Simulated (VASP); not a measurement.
# SrTiO3 (Pm-3m) in VASP: Born charges and dielectric tensor with LDA

Aim: the Born charges and dielectric tensor of SrTiO3 with LDA.

Program: VASP 6.6.1. These are calculated values, not measurements. Logs are shortened: lines on timing, memory, paths and dates and some standing lists are left out, and cuts for length are marked.

### Step 1. Starting point

The structure is cubic, space group Pm-3m (No. 221). Conventional cell: a = 3.860 Å, b = 3.860 Å, c = 3.860 Å, α = 90.00°, β = 90.00°, γ = 90.00°. Sr (site symmetry m-3m) is surrounded by 12 O at 2.73 Å. Around Ti (site symmetry m-3m) lie 6 O at 1.93 Å. O (site symmetry 4/mmm) has 2 Ti at 1.93 Å as nearest neighbours.

The cell is a database's computed one.

### Step 2. Born charges and dielectric tensor, LDA

File INCAR:

```
SYSTEM = SrTiO3
ALGO     = Normal         ! electronic algorithm
EDIFF    = 1E-8           ! SCF threshold, eV
ENCUT    = 600            ! plane-wave cutoff, eV
GGA      = CA             ! functional
IBRION   = 8              ! ionic algorithm
ISIF     = 2              ! what is computed and relaxed
ISMEAR   = 0              ! smearing method
LASPH    = .True.         ! aspherical terms in the spheres
LCHARG   = .False.        ! write CHGCAR
LEPSILON = .True.         ! dielectric tensor by DFPT
LREAL    = .False.        ! projectors in reciprocal space
LWAVE    = .False.        ! write WAVECAR
NELM     = 80             ! most SCF steps
NSW      = 1              ! ionic steps
PREC     = Accurate       ! precision mode
SIGMA    = 0.02           ! smearing width, eV
```

File KPOINTS:

```
k-points
0
Gamma
  8 8 8
  0 0 0
```

File POSCAR:

```
SrTiO3
1.0
    3.8599600000      0.0000000000      0.0000000000
    0.0000000000      3.8599600000      0.0000000000
    0.0000000000      0.0000000000      3.8599600000
Sr Ti O
1 1 3
Direct
    0.0000000000      0.0000000000      0.0000000000
    0.5000000000      0.5000000000      0.5000000000
    0.5000000000      0.0000000000      0.5000000000
    0.5000000000      0.5000000000      0.0000000000
    0.0000000000      0.5000000000      0.5000000000
```

Potentials or basis: VASP PAW LDA potentials, release 64 (Sr_sv, Ti, O).

Started as:

```console
cat potpaw_LDA.64/Sr_sv/POTCAR potpaw_LDA.64/Ti/POTCAR potpaw_LDA.64/O/POTCAR > POTCAR
mpirun -np 1 vasp_std > vasp.out
```

OUTCAR:

```text
SYSTEM = SrTiO3
   EDIFF = 1E-8
   ENCUT = 600
   GGA = CA
   IBRION = 8
   ISIF = 2
   ISMEAR = 0
   LASPH = .True.
   LEPSILON = .True.
   LREAL = .False.
   NELM = 80
   NSW = 1
   PREC = Accurate

 ion  position               nearest neighbor table
   1  0.000  0.000  0.000-   3 2.73   4 2.73   5 2.73   3 2.73   5 2.73   4 2.73   5 2.73   5 2.73
                             3 2.73   4 2.73   3 2.73   4 2.73   2 3.34   2 3.34   2 3.34   2 3.34
   2  0.500  0.500  0.500-   3 1.93   4 1.93   5 1.93   4 1.93   3 1.93   5 1.93   1 3.34   1 3.34
                             1 3.34   1 3.34   1 3.34   1 3.34   1 3.34   1 3.34
   3  0.500  0.000  0.500-   2 1.93   2 1.93   1 2.73   1 2.73   1 2.73   1 2.73
   4  0.500  0.500  0.000-   2 1.93   2 1.93   1 2.73   1 2.73   1 2.73   1 2.73
   5  0.000  0.500  0.500-   2 1.93   2 1.93   1 2.73   1 2.73   1 2.73   1 2.73

  LATTYP: Found a simple cubic cell.
 ALAT       =     3.8599600000

  Lattice vectors:

 A1 = (   3.8599600000,   0.0000000000,   0.0000000000)
 A2 = (   0.0000000000,   3.8599600000,   0.0000000000)
 A3 = (   0.0000000000,   0.0000000000,   3.8599600000)

Analysis of symmetry for initial positions (statically):
=====================================================================
 Subroutine PRICEL returns:
 Original cell was already a primitive cell.

 Routine SETGRP: Setting up the symmetry group for a
 simple cubic supercell.

 Subroutine GETGRP returns: Found 48 space group operations
[... 868 lines left out ...]
  x     0.00000     0.00000     0.00000     0.00000     0.00000     0.00000
  y     0.00000     0.00000     0.00000     0.00000     0.00000     0.00000
  z     0.00000     0.00000     0.00000     0.00000     0.00000     0.00000

 SECOND DERIVATIVES (NOT SYMMETRIZED)
 ------------------------------------
               1X          1Y          1Z          2X          2Y          2Z          3X          3Y          3Z          4X          4Y          4Z          5X          5Y          5Z
  1X    -3.881596    0.000000   -0.000000    3.229142    0.000000   -0.000000   -0.226990   -0.000000    0.000000   -0.226990   -0.000000    0.000000    1.106434    0.000000    0.000000
  1Y     0.000000   -3.881596   -0.000000    0.000000    3.229142   -0.000000    0.000000    1.106434   -0.000000   -0.000000   -0.226990    0.000000   -0.000000   -0.226990    0.000000
  1Z     0.000000    0.000000   -3.881596    0.000000    0.000000    3.229142   -0.000000   -0.000000   -0.226990    0.000000    0.000000    1.106434   -0.000000   -0.000000   -0.226990
  2X     3.226917    0.000000   -0.000000   -5.189141   -0.000000    0.000000   -0.843137    0.000000    0.000000   -0.843137    0.000000   -0.000000    3.648498   -0.000000   -0.000000
  2Y     0.000000    3.226917    0.000000   -0.000000   -5.189141   -0.000000   -0.000000    3.648498    0.000000    0.000000   -0.843137    0.000000   -0.000000   -0.843137    0.000000
  2Z    -0.000000   -0.000000    3.226917    0.000000    0.000000   -5.189141    0.000000   -0.000000   -0.843137    0.000000    0.000000    3.648498   -0.000000    0.000000   -0.843137
  3X    -0.240939    0.000000    0.000000   -0.854688    0.000000    0.000000   -3.638678    0.000000    0.000000   -0.943191    0.000000    0.000000    5.677496    0.000000    0.000000
  3Y     0.000000    1.096514   -0.000000    0.000000    3.632609   -0.000000    0.000000  -16.083042    0.000000   -0.000000    5.676959    0.000000   -0.000000    5.676959   -0.000000
  3Z     0.000000    0.000000   -0.240939    0.000000    0.000000   -0.854688    0.000000    0.000000   -3.638678    0.000000    0.000000    5.677496    0.000000    0.000000   -0.943191
  4X    -0.240939    0.000000    0.000000   -0.854688    0.000000    0.000000   -0.943191    0.000000    0.000000   -3.638678    0.000000    0.000000    5.677496    0.000000    0.000000
  4Y     0.000000   -0.240939    0.000000    0.000000   -0.854688    0.000000    0.000000    5.677496    0.000000    0.000000   -3.638678    0.000000    0.000000   -0.943191    0.000000
  4Z    -0.000000   -0.000000    1.096514    0.000000    0.000000    3.632609   -0.000000    0.000000    5.676959   -0.000000   -0.000000  -16.083042    0.000000   -0.000000    5.676959
  5X     1.096514    0.000000   -0.000000    3.632609    0.000000   -0.000000    5.676959   -0.000000   -0.000000    5.676959   -0.000000    0.000000  -16.083042    0.000000   -0.000000
  5Y     0.000000   -0.240939    0.000000    0.000000   -0.854688    0.000000    0.000000    5.677496    0.000000    0.000000   -0.943191    0.000000    0.000000   -3.638678    0.000000
  5Z     0.000000    0.000000   -0.240939    0.000000    0.000000   -0.854688    0.000000    0.000000   -0.943191    0.000000    0.000000    5.677496    0.000000    0.000000   -3.638678

 Eigenvectors and eigenvalues of the dynamical matrix
 ----------------------------------------------------

   1 f  =   17.683511 THz   111.108774 2PiTHz  589.858421 cm-1    73.133090 meV
             X         Y         Z           dx          dy          dz
      0.000000  0.000000  0.000000     0.006110    0.018672   -0.000000
      1.929980  1.929980  1.929980     0.035838    0.109512   -0.000000
      1.929980  0.000000  1.929980     0.099413   -0.840452   -0.000000
      1.929980  1.929980  0.000000     0.099413    0.303781    0.000000
      0.000000  1.929980  1.929980    -0.275039    0.303781   -0.000000
[... 105 lines left out ...]
  15 f/i=    0.037559 THz     0.235991 2PiTHz    1.252839 cm-1     0.155332 meV
             X         Y         Z           dx          dy          dz
      0.000000  0.000000  0.000000     0.541256   -0.420177   -0.000061
      1.929980  1.929980  1.929980     0.401228   -0.311474   -0.000045
      1.929980  0.000000  1.929980     0.238676   -0.183862   -0.000027
      1.929980  1.929980  0.000000     0.238676   -0.185284   -0.000027
      0.000000  1.929980  1.929980     0.236843   -0.185284   -0.000027

--------------------------------------------------------------------------------------------------------

 MACROSCOPIC STATIC DIELECTRIC TENSOR IONIC CONTRIBUTION
 ------------------------------------------------------
         196.020647    -0.000000     0.000000
          -0.000000   196.020647     0.000000
           0.000000     0.000000   196.020647
 ------------------------------------------------------

 ELASTIC MODULI CONTR FROM IONIC RELAXATION (kBar)
 Direction    XX          YY          ZZ          XY          YZ          ZX
 --------------------------------------------------------------------------------
 XX           0.0000      0.0000      0.0000      0.0000      0.0000      0.0000
 YY           0.0000      0.0000      0.0000      0.0000      0.0000      0.0000
 ZZ           0.0000      0.0000      0.0000      0.0000      0.0000      0.0000
 XY           0.0000      0.0000      0.0000      0.0000      0.0000      0.0000
 YZ           0.0000      0.0000      0.0000      0.0000      0.0000      0.0000
 ZX           0.0000      0.0000      0.0000      0.0000      0.0000      0.0000
 --------------------------------------------------------------------------------

 PIEZOELECTRIC TENSOR IONIC CONTR  for field in x, y, z        (C/m^2)
          XX          YY          ZZ          XY          YZ          ZX
  --------------------------------------------------------------------------------
  x     0.00000     0.00000     0.00000     0.00000     0.00000     0.00000
  y     0.00000     0.00000     0.00000     0.00000     0.00000     0.00000
  z     0.00000     0.00000     0.00000     0.00000     0.00000     0.00000
```

OSZICAR:

```text
N       E                     dE             d eps       ncg     rms          rms(c)
DAV:   1     0.336995950855E+03    0.33700E+03   -0.17239E+04  1400   0.182E+03
DAV:   2    -0.152697429920E+02   -0.35227E+03   -0.33703E+03  1848   0.394E+02
DAV:   3    -0.524661988651E+02   -0.37196E+02   -0.35690E+02  1704   0.137E+02
DAV:   4    -0.538640666018E+02   -0.13979E+01   -0.13956E+01  2336   0.262E+01
[... 13 lines left out ...]
RMM:  13    -0.369717341504E+00   -0.22556E-06    0.35290E-08  6313   0.479E-05    0.176E-05
RMM:  14    -0.369717441292E+00   -0.99788E-07   -0.24114E-08  6594   0.279E-05    0.525E-06
RMM:  15    -0.369717459009E+00   -0.17717E-07    0.86603E-09  6804   0.127E-05    0.178E-06
RMM:  16    -0.369717455381E+00    0.36280E-08    0.52866E-09  5692   0.689E-06    0.423E-07
 Linear response finished
```

It took 11 min on 1 thread of Intel Xeon Platinum 8488C (Sapphire Rapids), shared host; peak memory 0.6 GiB.

Results:

```
Band gap on the k mesh                                  : 1.71 eV, indirect (least direct gap 1.99 eV)
Electronic dielectric tensor (diagonal)                 : 6.63
Born charges (mean of the diagonal)                     : Sr +2.54; Ti +7.69; O -3.41 e
Highest phonon frequency at Γ, LO-TO splitting left out : 590 cm⁻¹
```

Levels at points of the mesh, in eV from the valence-band top:
| k point | band 14 | band 15 | band 16 | band 17 | band 18 | band 19 |
| --- | --- | --- | --- | --- | --- | --- |
| (0.00, 0.00, 0.00) | -0.29 | -0.29 | -0.29 | 1.71 | 1.71 | 1.71 |
| (0.50, 0.00, 0.00) | -2.13 | -0.70 | -0.70 | 1.89 | 3.80 | 3.80 |
| (0.50, 0.50, 0.00) | -1.60 | -1.60 | -0.10 | 3.81 | 3.81 | 4.26 |
| (0.50, 0.50, 0.50) | 0.00 | 0.00 | 0.00 | 4.52 | 4.52 | 4.52 |

Phonon frequencies in cm⁻¹ (negative: imaginary):
| q point | frequencies |
| --- | --- |
| (0.000, 0.000, 0.000) | -1 -1 -1 99 99 99 187 187 187 214 214 214 590 590 590 |

Electronic dielectric tensor:
```
6.63 0.00 0.00
0.00 6.63 0.00
0.00 0.00 6.63
```

Born effective charge tensors (e):
atom 1, Sr
```
2.54 0.00 0.00
0.00 2.54 0.00
0.00 0.00 2.54
```
atom 2, Ti
```
7.69 0.00 0.00
0.00 7.69 0.00
0.00 0.00 7.69
```
atom 3, O
```
-2.08  0.00  0.00
 0.00 -6.07  0.00
 0.00  0.00 -2.08
```
atom 4, O
```
-2.08  0.00  0.00
 0.00 -2.08  0.00
 0.00  0.00 -6.07
```
atom 5, O
```
-6.07  0.00  0.00
 0.00 -2.08  0.00
 0.00  0.00 -2.08
```

A k mesh can miss the band edges. A hybrid or GW would open this gap; LDA tends to underestimate it.
